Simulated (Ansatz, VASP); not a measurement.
## Cr (Chromium) in two plane-wave programs

Aim: how closely do two programs agree when they are given the same cell, functional and k mesh? The cell is taken from a series of VASP runs on this material, whose earlier steps may have relaxed, scaled or displaced it; both programs get it as it stands.

Main program and level: Ansatz 0.2.0; plane waves, with VASP 6.6.1 beside it; single point at PBE.

## (1) The structure

It takes space group Im-3m (No. 229, cubic). Conventional cell: a = 2.884 Å, b = 2.884 Å, c = 2.884 Å, α = 90.00°, β = 90.00°, γ = 90.00°. Nearest to Cr lie 8 Cr at 2.50 Å.

## (2) Ansatz: single point, PBE

Ansatz runs on its default PAW (the set named soft_2) files.

A single point gives forces, pressure and levels at one fixed geometry, so differences don't come from the geometry; what else differs is listed under the comparison.

input.yaml reads:

```yaml
crystal:
  lattice:
    - [-2.8839, 2.8839, 2.8839]
    - [0.0, 0.0, 2.8839]
    - [0.0, 2.8839, 0.0]
  atoms:
    - { symbol: Cr, position: [0.0, 0.0, 0.0], spin: 2.5 }
    - { symbol: Cr, position: [0.5, 0.0, 0.0], spin: -2.5 }
hamiltonian:
  xc: pbe
  pseudopotentials: { kind: paw }
magnetization:
  spin_polarized: true
kpoints:
  mp_grid: { grid: [8, 16, 16] }
scf:
  occupations: { method: fermi_dirac, width: 0.05 }
  n_extra_bands: 4
output:
  forces: true
  stress: true
  eigenvalues: true
  write_density: true
  write_potential: true
  elf: true
  volumetric_format: npy
```

Run with:

```
$ ansatz run input.yaml --threads 2 --pin off --max-ram 4608MiB --backend cpu --events-out ev --progress --plain --runs-dir out
```

Numbers of over 12 decimals in the logs are rounded to 6 here.

Output:

```text
scf.n_extra_bands = 4 over 14 filled bands (N_el = 28.0): the run solves 18 bands
Engine: ansatz 0.2.0, x86_64-unknown-linux-gnu
Pseudopotentials: kind: paw
Pseudopotential: Cr, paw, valence charge 14, recommended cutoff 420 eV (normal), Cr.paw.azcp
Functional definition: PBE
  parameter kappa = 0.804
  parameter beta = 0.066725
  exchange = pbe_x(kappa = kappa, mu = beta*pi^2/3)
  correlation = pbe_c(beta = beta)
Crystal: 2 atoms, lattice volume = 23.985 Å³
Basis set: ecut = 420 eV, 461 PW (Γ), exchange–correlation on 72×40×40 points (8 copies of the dense FFT grid, shifted against one another)
Bands: 18, of which v1, the nominal top of the filled ones, is band 14 counted from 1 (13 counted from 0)
Symmetry: 48 space group operations
Space group: Pm-3m (ITA 221), of the structure as read, at distance tolerance 2.9e-5 Å
Magnetic group: BNS 221.97 (UNI 1599), of the structure as read, at distance tolerance 2.9e-5 Å
k-points: 85 of 2048
Non-local potential: Cr, projectors of the file, l = 0: 3, l = 1: 2, l = 2: 3, l = 3: 1
PAW form: soft (Blöchl's): semilocal exchange-correlation on the pseudo side does not see the compensation charge
PAW one-centre angular grid: Cr, 590 points (default); XC on 64 Gauss nodes
Initial density: superposition of atomic densities (chi_scale 0.1, normalization cell)
Starting moments: Σ|m| = 5 μB on 2 of 2 sites
Starting magnetic order: antiferromagnet; a translation exchanges its spin sublattices: spin-degenerate at every k-point
Initial wavefunctions: pseudopotential atomic-orbital guess
Functional: x = pbe(κ = 0.804, μ = 0.219515), c = pbe(β = 0.066725)
SCF iter   1: F=—  HF=-6760.581410 eV  |F-HF|=—  |Δ(HF+E_count)|=         —  Δρ=1.67e-1 (↑1.67e-1 ↓1.67e-1)  dr2=1.15e1  dr2_m=2.98e0  M=0.000 μB ∫|m|=1.800 μB  β_m=0.30  ethr=3.10e-3  ⟨swp⟩=3.2  Hψ=5342  notcnv=0
Mixer restart at iter 1: flushing history
preconditioner: auto → none  [metal: Δε(μ)=0.021 eV  Ē_g=4.652 eV  σ=0.050 eV  W_gap=0.10  n_scr=6 (ndim 8)  ℏωp=26.3 eV  f_vac=0.000  D(μ)=0.97/eV (n_scr^D=6)  sad-step TF]
SCF iter   2: F=—  HF=-6756.838783 eV  |F-HF|=—  |Δ(HF+E_count)|=    3.74e0  Δρ=9.09e-2 (↑9.09e-2 ↓9.09e-2)  dr2=3.36e0  dr2_m=9.39e-1  M=0.000 μB ∫|m|=2.093 μB  β_m=0.46  ethr=3.10e-3  ⟨swp⟩=2.0  Hψ=3573  notcnv=0
SCF iter   3: F=—  HF=-6755.458834 eV  |F-HF|=—  |Δ(HF+E_count)|=    1.38e0  Δρ=1.35e-2 (↑1.35e-2 ↓1.35e-2)  dr2=5.00e-2  dr2_m=4.26e-3  M=0.000 μB ∫|m|=2.442 μB  β_m=0.64  ethr=3.10e-3  ⟨swp⟩=2.8  Hψ=3455  notcnv=0
SCF iter   4: F=—  HF=-6755.492931 eV  |F-HF|=—  |Δ(HF+E_count)|=   3.41e-2  Δρ=2.50e-3 (↑2.50e-3 ↓2.50e-3)  dr2=5.41e-4  dr2_m=1.03e-3  M=0.000 μB ∫|m|=2.424 μB  β_m=0.82  ethr=1.78e-4  ⟨swp⟩=2.1  Hψ=3508  notcnv=0
SCF iter   5: F=—  HF=-6755.496446 eV  |F-HF|=—  |Δ(HF+E_count)|=   3.52e-3  Δρ=1.20e-3 (↑1.20e-3 ↓1.20e-3)  dr2=8.73e-4  dr2_m=4.19e-5  M=0.000 μB ∫|m|=2.434 μB  β_m=0.91  ethr=1.93e-6  ⟨swp⟩=2.0  Hψ=3061  notcnv=0
SCF iter   6: F=—  HF=-6755.496574 eV  |F-HF|=—  |Δ(HF+E_count)|=   1.27e-4  Δρ=7.52e-5 (↑7.52e-5 ↓7.52e-5)  dr2=1.27e-6  dr2_m=6.01e-7  M=0.000 μB ∫|m|=2.426 μB  β_m=0.89  ethr=1.93e-6  ⟨swp⟩=3.0  Hψ=2820  notcnv=0
SCF iter   7: F=—  HF=-6755.496587 eV  |F-HF|=—  |Δ(HF+E_count)|=   1.30e-5  Δρ=5.04e-5 (↑5.04e-5 ↓5.04e-5)  dr2=1.98e-7  dr2_m=4.24e-7  M=0.000 μB ∫|m|=2.425 μB  β_m=0.94  ethr=4.54e-9  ⟨swp⟩=2.0  Hψ=2721  notcnv=0
SCF iter   8: F=—  HF=-6755.496589 eV  |F-HF|=—  |Δ(HF+E_count)|=   2.05e-6  Δρ=2.03e-5 (↑2.03e-5 ↓2.03e-5)  dr2=2.17e-9  dr2_m=8.82e-8  M=0.000 μB ∫|m|=2.425 μB  β_m=0.97  ethr=7.07e-10  ⟨swp⟩=2.0  Hψ=2726  notcnv=0
SCF iter   9: F=—  HF=-6755.496589 eV  |F-HF|=—  |Δ(HF+E_count)|=   8.24e-8  Δρ=2.57e-6 (↑2.57e-6 ↓2.57e-6)  dr2=1.43e-9  dr2_m=9.89e-10  M=0.000 μB ∫|m|=2.424 μB  β_m=0.99  ethr=7.77e-12  ⟨swp⟩=3.0  Hψ=2984  notcnv=0
SCF iter  10: F=-6755.496589 eV  HF=-6755.496589 eV  |F-HF|=1.73e-11  |Δ(HF+E_count)|=   1.39e-9  Δρ=4.28e-7 (↑4.28e-7 ↓4.28e-7)  dr2=4.47e-11  dr2_m=2.76e-11  M=0.000 μB ∫|m|=2.424 μB  ethr=5.09e-12  ⟨swp⟩=3.3  Hψ=6414  notcnv=0
SCF 1 converged in 10 iterations: F = -6755.496589 eV  dr2 = 4.47e-11
  greatest PAW one-centre occupation: 1.000 electrons in one spin orbital (limit 2), on the Cr atom at site 1 (counted from 0), in its partial waves of l = 0
SCF converged after 10 iterations
Magnetization: 0.0000 μB (14.0000 up, 14.0000 down)
Absolute magnetization: 2.4241 μB (∫|ρ↑−ρ↓|, with the PAW one-centre terms)
Spin contamination: 0.5375 ħ² per cell (⟨S²⟩ above its minimum at these occupations)
Per-site moments (μB) at R_I (Å): [(1.130282, 1.030231), (-1.130282, 1.030231)]
Free energy (F): -6755.496589 eV
Harris-Foulkes:  -6755.496589 eV  (|F-HF|=1.73e-11)
Internal energy: -6755.490990 eV  (E = F + TS)
E sigma→0 (E₀):  -6755.493789 eV
Entropy (-TS):   -0.005599 eV (-2.800 meV/atom)
Fermi energy:    18.559656 eV
--- Per-component energies (eV) ---
  E_band       = -309.180638
  E_kinetic    = 685.346288
  E_local      = -2417.577818  (includes V_loc(G=0)·N_el)
  E_nonlocal   = 157.440625
  E_hartree    = 1050.678412
  E_xc         = -279.894052
  E_vxc        = -357.063404  (∫ρ·V_xc dr)
  E_paw        = -2389.947169  (= ΣΔE_a)
  E_vpaw       = -478.683497  (= ΣTr[D̂ρ^β])
  E_aug_tail   = 0.000784  (compensation charges beyond the density's cutoff)
  E_ewald      = -3561.538060
  E_smearing   = -0.005599  (= −TS)
  E_closure    = -0.000000  (closes the sum)
  Σ components = -6755.496589   (vs F -6755.496589, Δ=0.00e0)
--- Forces (eV/Å), atoms counted from 1 ---
  atom   1  Cr     0.00000000     0.00000000     0.00000000
  atom   2  Cr    -0.00000000    -0.00000000    -0.00000000
  max |Σ_I F_I| component: 1.99e-29 eV/Å
--- Stress (GPa, compression-positive) ---
       -3.233150       0.000000       0.000000
        0.000000      -3.233150       0.000000
       -0.000000      -0.000000      -3.233150
  P = ⅓ Tr σ = -3.2331 GPa (-32.331 kbar)
--- Band table (eV; the first three rows and the last of 170) ---
  k-point 0 ↑: bands = [... 10 lower, 14.5314, 17.7316, 17.7316, 17.7316, 19.8461, 19.8461, 21.1856, 21.1856]
  k-point 1 ↑: bands = [... 10 lower, 14.6223, 17.6710, 17.7166, 17.8307, 19.7758, 19.8507, 20.9034, 20.9683]
  k-point 2 ↑: bands = [... 10 lower, 14.8933, 17.5010, 17.6501, 18.0997, 19.6197, 19.8666, 20.2279, 20.4024]
  k-point 84 ↓: bands = [... 10 lower, 16.0467, 16.7934, 16.7934, 16.7934, 19.7098, 19.7098, 20.6914, 20.6914]
```

Wall time 5.6 s (2 threads of AMD EPYC 7R43, shared host); peak memory 0.42 GiB; 9.9 s of CPU time.

The run ends at a pressure of -3.23 GPa.

## (3) VASP: single point, PBE

The same cell, functional, mesh and smearing now go to VASP, with its own data sets and cutoff.

Lines of VASP's logs that name or quote its potential files are left out, and so is its time.

INCAR reads:

```
SYSTEM = Cr
PREC = Accurate
ENCUT = 350
EDIFF = 1E-06
NELM = 150
ISMEAR = -1
SIGMA = 0.05
LREAL = .FALSE.
ALGO = Normal
GGA = PE
ISPIN = 2
MAGMOM = 2.5 -2.5
LMAXMIX = 4
LORBIT = 11
LWAVE = .FALSE.
LCHARG = .TRUE.
KPAR = 4
AMIX = 0.2
BMIX = 1E-04
AMIX_MAG = 0.8
BMIX_MAG = 1E-04
```

POSCAR reads:

```
Cr
1.0
   -2.8839000000      2.8839000000      2.8839000000
    0.0000000000      0.0000000000      2.8839000000
    0.0000000000      2.8839000000      0.0000000000
Cr
2
Direct
    0.0000000000      0.0000000000      0.0000000000
    0.5000000000      0.0000000000      0.0000000000
```

KPOINTS reads:

```
Automatic mesh
0
Gamma
8 16 16
0 0 0
```

The projector-augmented-wave data sets are Cr_pv (PBE family, release 64).

Run with:

```
$ mpirun -np 4 vasp_std
```

Output:

```text
[banner, memory and clock lines left out]
running    4 mpi-ranks, on    1 nodes
 distrk:  each k-point on    1 cores,    4 groups
 distr:  one band on    1 cores,    1 groups

 POSCAR found type information on POSCAR Cr
 POSCAR found :  1 types and       2 ions
 LDA part: xc-table for (Slater+PW92), standard interpolation
 POSCAR, INCAR and KPOINTS ok, starting setup
 FFT: planning ... GRIDC
 FFT: planning ... GRID_SOFT
 FFT: planning ... GRID
 WAVECAR not read
 entering main loop
       N       E                     dE             d eps       ncg     rms          rms(c)
DAV:   1     0.178055642415E+03    0.17806E+03   -0.11881E+04  5720   0.140E+03
DAV:   2    -0.153377003613E+02   -0.19339E+03   -0.19188E+03  5760   0.427E+02
DAV:   3    -0.215673162156E+02   -0.62296E+01   -0.61873E+01  7040   0.872E+01
DAV:   4    -0.216533854908E+02   -0.86069E-01   -0.86049E-01  6776   0.100E+01
DAV:   5    -0.216550913481E+02   -0.17059E-02   -0.17058E-02  7392   0.108E+00    0.194E+01
DAV:   6    -0.196985453062E+02    0.19565E+01   -0.51190E+00  6208   0.273E+01    0.797E+00
DAV:   7    -0.190629314318E+02    0.63561E+00   -0.44803E+00  6256   0.233E+01    0.195E+00
DAV:   8    -0.190605675077E+02    0.23639E-02   -0.54079E-02  6024   0.259E+00    0.119E+00
DAV:   9    -0.190497086720E+02    0.10859E-01   -0.10166E-02  6880   0.990E-01    0.426E-01
DAV:  10    -0.190489052176E+02    0.80345E-03   -0.42650E-03  6112   0.827E-01    0.123E-01
DAV:  11    -0.190489935362E+02   -0.88319E-04   -0.38838E-04  6512   0.173E-01    0.827E-02
DAV:  12    -0.190489888168E+02    0.47195E-05   -0.62968E-05  7584   0.693E-02    0.388E-02
DAV:  13    -0.190489877613E+02    0.10555E-05   -0.27448E-05  7336   0.390E-02    0.616E-03
DAV:  14    -0.190489884787E+02   -0.71737E-06   -0.11120E-06  2912   0.966E-03
   1 F= -.19048988E+02 E0= -.19046081E+02  d E =-.581459E-02  mag=     0.0000
```

From OUTCAR (step 3):

```text
ion  position               nearest neighbor table
   1  0.000  0.000  0.000-   2 2.50   2 2.50   2 2.50   2 2.50   2 2.50   2 2.50   2 2.50   2 2.50

  LATTYP: Found a simple cubic cell.
 ALAT       =     2.8839000000

 Subroutine GETGRP returns: Found 48 space group operations
 (whereof 48 operations were pure point group operations)

The static configuration has the point symmetry O_h .

 Found     85 irreducible k-points:

   k-points           NKPTS =     85   k-points in BZ     NKDIM =     85   number of bands    NBANDS=     16

   dimension x,y,z NGX =    30 NGY =   18 NGZ =   18
   dimension x,y,z NGXF=    60 NGYF=   36 NGZF=   36

   ENCUT  =  350.0 eV  25.72 Ry    5.07 a.u.   7.62  4.40  4.40*2*pi/ulx,y,z

   NELECT =      24.0000    total number of electrons

 k-points in reciprocal lattice and weights: Automatic mesh
   0.00000000  0.00000000  0.00000000       0.000
   0.12500000  0.00000000  0.00000000       0.003
   0.25000000  0.00000000  0.00000000       0.003
   0.37500000  0.00000000  0.00000000       0.003
   0.50000000  0.00000000  0.00000000       0.001
   0.00000000  0.06250000  0.00000000       0.006
   0.25000000  0.06250000  0.00000000       0.012
   0.37500000  0.06250000  0.00000000       0.012
   0.50000000  0.06250000  0.00000000       0.012
[...]
0.37500000  0.43750000  0.43750000       0.006
   0.50000000  0.50000000  0.50000000       0.000

 average (electrostatic) potential at core
       1 -66.2396       2 -66.2396

 E-fermi :  10.4118

 spin component 1
 k-point     1 :       0.0000    0.0000    0.0000
  band No.  band energies     occupation
    ...
      8       6.3814      1.00000
      9       6.3814      1.00000
     10       9.5898      1.00000
     11       9.5898      1.00000
     12       9.5898      1.00000
     13      11.6652      0.00000
     14      11.6652      0.00000
     15      13.0225      0.00000
     16      13.0225      0.00000

 k-point     2 :       0.1250    0.0000    0.0000
  band No.  band energies     occupation
    ...
      8       6.5493      1.00000
      9       6.5564      1.00000
     10       9.5673      1.00000
     11       9.5673      1.00000
     12       9.6919      1.00000
     13      11.4413      0.00000
     14      11.7490      0.00000
     15      12.6239      0.00000
     16      12.6239      0.00000

 k-point     3 :       0.2500    0.0000    0.0000
  band No.  band energies     occupation
    ...
      8       6.9494      1.00000
      9       7.0342      1.00000
     10       9.5394      1.00000
     11       9.5394      1.00000
     12       9.9784      0.99983
     13      10.8177      0.00030
     14      11.7942      0.00000
     15      11.7942      0.00000
     16      11.9678      0.00000

 k-point     4 :       0.3750    0.0000    0.0000
  band No.  band energies     occupation
    ...
      9       7.7690      1.00000
     10       9.5749      1.00000
     11       9.5749      1.00000
     12       9.9412      0.99992
     13      10.3710      0.69341
     14      11.0408      0.00000
     15      11.0408      0.00000
     16      12.1016      0.00000

 k-point     5 :       0.5000    0.0000    0.0000
  band No.  band energies     occupation
    ...
      8       6.7298      1.00000
      9       8.3908      1.00000
     10       9.2592      1.00000
     11       9.6314      1.00000
     12       9.6314      1.00000
     13      10.6123      0.01782
     14      10.7138      0.00238
     15      10.7138      0.00238
     16      11.8358      0.00000

 k-point     6 :       0.0000    0.0625    0.0000
  band No.  band energies     occupation
    ...
      8       6.4661      1.00000
      9       6.4721      1.00000
     10       9.5293      1.00000
     11       9.5745      1.00000
     12       9.6883      1.00000
     13      11.5956      0.00000
     14      11.6695      0.00000
     15      12.7420      0.00000
     16      12.8067      0.00000

  Total       -0.6391438     -0.6391438     -0.6391438     -0.0000000      0.0000000     -0.0000000
  in kB      -42.6941715    -42.6941715    -42.6941715     -0.0000000      0.0000000     -0.0000000
  external PRESSURE =     -42.6941715 kB  Pullay stress =       0.0000000 kB

  energy-cutoff  :      350.00
  volume of cell :       23.99
      direct lattice vectors                 reciprocal lattice vectors
    -2.883900000  2.883900000  2.883900000    -0.346752661  0.000000000  0.000000000
     0.000000000  0.000000000  2.883900000     0.346752661  0.000000000  0.346752661
     0.000000000  2.883900000  0.000000000     0.346752661  0.346752661  0.000000000

 POSITION                                       TOTAL-FORCE (eV/Angst)
 -----------------------------------------------------------------------------------
      0.00000      0.00000      0.00000         0.000000     -0.000000      0.000000
     -1.44195      1.44195      1.44195        -0.000000      0.000000     -0.000000
 -----------------------------------------------------------------------------------
    total drift:                               -0.000000      0.000000      0.000000

  FREE ENERGIE OF THE ION-ELECTRON SYSTEM (eV)
  ---------------------------------------------------
  free  energy   TOTEN  =       -19.0489884787 eV

  energy  without entropy=      -19.0431738842  energy(sigma->0) =      -19.04608118

 total charge
# of ion       s       p       d       tot
------------------------------------------
    1        0.427   6.380   4.172  10.979
    2        0.427   6.380   4.172  10.979
--------------------------------------------------
tot          0.854  12.760   8.345  21.959

 magnetization (x)
# of ion       s       p       d       tot
------------------------------------------
    1        0.015   0.009   1.188   1.212
    2       -0.015  -0.009  -1.188  -1.212
--------------------------------------------------
tot          0.000   0.000   0.000   0.000

[... 1 further part left out ...]
```

The magnetic state follows from one typed start and may not be the lowest. LASPH is off, so gradient terms of the non-spherical density inside the spheres are left out; for open d or f shells this can shift gaps and moments.

## (4) Differences

Known differences besides the potentials themselves: the data sets hold 28 valence electrons in Ansatz (default PAW (the set named soft_2) files) and 24 in VASP; the cutoff is 420 eV in Ansatz and 350 eV in VASP; VASP leaves aspherical gradient terms in its spheres out (LASPH is not set), Ansatz keeps them; site moments are counted in spheres of each program's own size. Total energies have different zeros and are not compared.

Both answers:

| quantity | Ansatz | VASP | difference |
| --- | --- | --- | --- |
| pressure (GPa) | -3.23 | -4.27 | +1.04 |
| pressure without Ansatz's Pulay correction (GPa) | -3.32 | -4.27 | +0.95 |
| moment on Cr1 (μB) | 1.13 | 1.21 | -0.08 |
| moment on Cr2 (μB) | -1.13 | -1.21 | +0.08 |

Ansatz's pressure holds a Pulay correction of 0.09 GPa; VASP's holds none.

## (5) Further runs

Further runs change the set-up of one program: Ansatz's method, potentials or start, or VASP's data sets, cutoff or form of LDA. The table gives Ansatz less VASP for each quantity, since a change that brings one quantity closer may part another. Site moments also change with the sphere that a data set brings.

| run | pressure (GPa) | moment on Cr1 (μB) | moment on Cr2 (μB) |
| --- | --- | --- | --- |
| as above | 1.0 | -0.082 | 0.082 |
| Ansatz's larger PAW set (cutoff 1070 eV) | 1.0 | -0.076 | 0.076 |
| norm-conserving potentials (cutoff 1279 eV) | 0.65 | -0.11 | 0.11 |

## (6) What came out

```
difference in pressure (single point, PBE) : 1.0 GPa
```

**Reading.** The difference in pressure is 1.0 GPa (single point, PBE), at about the 1 GPa picked in this series as the mark of a large difference. Single point, PBE, norm-conserving potentials (cutoff 1279 eV): the difference in pressure goes from 1.0 to 0.65 GPa; the difference in moment on Cr1 goes from -0.082 to -0.11 μB; the difference in moment on Cr2 goes from 0.082 to 0.11 μB. How closely two codes agree says nothing of how well the functional describes the real material.

[Lines on the potential files, build, host, timing and source positions are cut from VASP's logs without a mark.]

[Logs are printed without paths, hosts, clocks, repeated set-up lines and the standing remarks that a program may print on its own settings, such as how far it seeks lower states.]

[Hosts, paths, dates, database ids (printed as entryN), source tags and the programs' standing remarks are cut or masked in the printed files.]
